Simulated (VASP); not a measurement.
A VASP calculation is set up with these files.

POSCAR:
```
ZnS
3.8254480
  0.0000000000   0.7071067232   0.7071067232
  0.7071067232   0.0000000000   0.7071067232
  0.7071067232   0.7071067232   0.0000000000
Zn S
1 1
direct
  0.0000000000   0.0000000000   0.0000000000
  0.2500000000   0.2500000000   0.2500000000
```

**INCAR**
```
MAGMOM=0 0 0 0 0 0
GGA=PE   ! PBE
ISMEAR=0
ISIF=2   ! forces and stress, cell fixed
LREAL=F
LASPH=T   ! aspherical one-centre terms
PREC=Accurate
GGA_COMPAT=F
ALGO=Normal
LMAXMIX=4   ! l cut-off of mixed one-centre charges
LSORBIT=T
LWAVE=F
NELM=100   ! most electronic steps
ENCUT=400
SYSTEM=ZnS
SIGMA=0.05
LCHARG=F
EDIFF=1E-6
```

KPOINTS:
```
kpoints
0
Gamma
  8 8 8
```

POTCAR, in this order: Zn S (PBE.64 set). Program: vasp_ncl.

**Question.** Translate this PBE+SOC calculation to Quantum ESPRESSO's pw.x.

**Answer.** One equivalent input (not run):
```
&CONTROL
  calculation = 'scf'
  pseudo_dir = './pseudo'
  outdir = './out'
  tprnfor = .true.
  tstress = .true.
/
&SYSTEM
  ibrav = 0
  nat = 2
  ntyp = 2
  ecutwfc = 84
  occupations = 'smearing'
  smearing = 'gaussian'
  degauss = 0.003675
  input_dft = 'pbe'
  noncolin = .true.
  lspinorb = .true.
/
&ELECTRONS
  conv_thr = 7.3e-08
  electron_maxstep = 100
/
ATOMIC_SPECIES
  Zn 65.380 Zn.upf
  S 32.060 S.upf
CELL_PARAMETERS angstrom
     0.0000000    2.7050000    2.7050000
     2.7050000    0.0000000    2.7050000
     2.7050000    2.7050000    0.0000000
ATOMIC_POSITIONS crystal
  Zn   0.0000000  0.0000000  0.0000000
  S    0.2500000  0.2500000  0.2500000
K_POINTS automatic
  8 8 8 0 0 0
```
Limits of the translation: the potentials are each code's own (VASP's PAW set, PseudoDojo norm-conserving files, fully relativistic, in pw.x), so ENCUT and ecutwfc are chosen apart and not converted; conv_thr bounds pw.x's estimated SCF error, while EDIFF bounds the energy change between steps.

The compound is ZnS in the zinc blende structure. The cell was not relaxed at this level. The run is one of a series of settings (GGA_COMPAT = .FALSE., LSORBIT = .TRUE., MAGMOM = 0 0 0 0 0 0, program vasp_ncl against the base run), some of them coarse on purpose.
